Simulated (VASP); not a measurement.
Consider the following.

```xyz
2
Lattice="0.0000 3.3394 3.3394 3.3394 0.0000 3.3394 3.3394 3.3394 0.0000" Properties=species:S:1:pos:R:3 pbc="T T T"
Sr     0.0000     0.0000     0.0000
Te     3.3394     3.3394     3.3394
```

Level of theory: r2SCAN+rVV10, VASP's PBE PAW potentials (set 64) (plane waves; VASP). Run with 520 eV cut-off, 8×8×8 Γ-centred mesh, tetrahedra with Blöchl corrections, potentials Sr_sv Te.

Unless said otherwise, spin-orbit coupling is left out, though it shifts the bands of the heavy elements here.

### Question
Give the energies of bands 6 to 11 at the high-symmetry points, in eV from the valence-band maximum.

### Answer

```csv
band,Γ,X,U,L,W
6,0.00,-2.02,-1.81,-2.83,-1.59
7,0.00,-0.76,-1.74,-1.09,-1.59
8,0.00,-0.76,-0.96,-1.09,-1.50
9,3.52,2.07,3.21,4.32,4.36
10,3.70,4.53,5.52,5.71,4.36
11,3.70,5.34,6.04,5.88,5.05
```

The gap is indirect, 2.07 eV, from the valence maximum at Γ to the conduction minimum at X.

The compound is SrTe in the rock salt structure. It was relaxed first.
